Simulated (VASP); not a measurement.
Level of theory: RPBE GGA, VASP's PBE PAW potentials (set 64) (plane waves; VASP).

VASP input:

### INCAR
```
! general
SYSTEM   =  KBr
PREC     =  Accurate
ENCUT    =  520   ! plane-wave cut-off (eV)
LREAL    =  .FALSE.   ! projection in real space or not
LASPH    =  .TRUE.   ! aspherical one-centre terms

! electronic loop
EDIFF    =  1E-6
NELM     =  100   ! most electronic steps
ALGO     =  Normal   ! blocked Davidson
LMAXMIX  =  4   ! l cut-off of mixed one-centre charges

! smearing
ISMEAR   =  0
SIGMA    =  0.05

! functional
GGA      =  RP

! ions
IBRION   =  2   ! conjugate gradients
NSW      =  60
ISIF     =  3   ! ions, shape and volume
EDIFFG   =  -0.01   ! ionic stop

! output
LWAVE    =  .FALSE.
LCHARG   =  .FALSE.
```

File POSCAR:
```
KBr
1.0
  0.0000000000   3.4618801290   3.4618801290
  3.4618801290   0.0000000000   3.4618801290
  3.4618801290   3.4618801290   0.0000000000
K Br
1 1
Direct
  1.0000000000   0.0000000000   0.0000000000
  0.5000000000   0.5000000000   0.5000000000
```

### KPOINTS
```
Automatic mesh
0
Gamma
6 6 6
0 0 0
```

POTCAR, in this order: K_sv Br (PBE.64 set). Program: vasp_std.

### Question
Predict the energy per atom (σ→0), band gap (on the k-mesh).

### Answer

The energy per atom (σ→0) is -285.9 kJ/mol-atom and the band gap (on the k-mesh) comes out as 4.39 eV.

File OSZICAR:
```
...
DAV:   8    -0.592384268128E+01   -0.20892E-01   -0.30193E-02   436   0.149E+00    0.146E-01
DAV:   9    -0.592547151402E+01   -0.16288E-02   -0.20199E-03   504   0.327E-01    0.103E-01
DAV:  10    -0.592648481131E+01   -0.10133E-02   -0.15650E-03   428   0.329E-01    0.276E-02
DAV:  11    -0.592650267923E+01   -0.17868E-04   -0.59382E-05   588   0.464E-02    0.998E-03
DAV:  12    -0.592651532052E+01   -0.12641E-04   -0.15196E-05   452   0.352E-02    0.624E-03
DAV:  13    -0.592651730127E+01   -0.19807E-05   -0.36830E-06   472   0.146E-02    0.172E-03
DAV:  14    -0.592651754079E+01   -0.23952E-06   -0.63535E-07   404   0.704E-03
   1 F= -.59265175E+01 E0= -.59265175E+01  d E =-.592652E+01
```

The compound is KBr in the rock salt structure. It was relaxed first, which changed the volume by +15 %. The start is the result of an earlier pass.
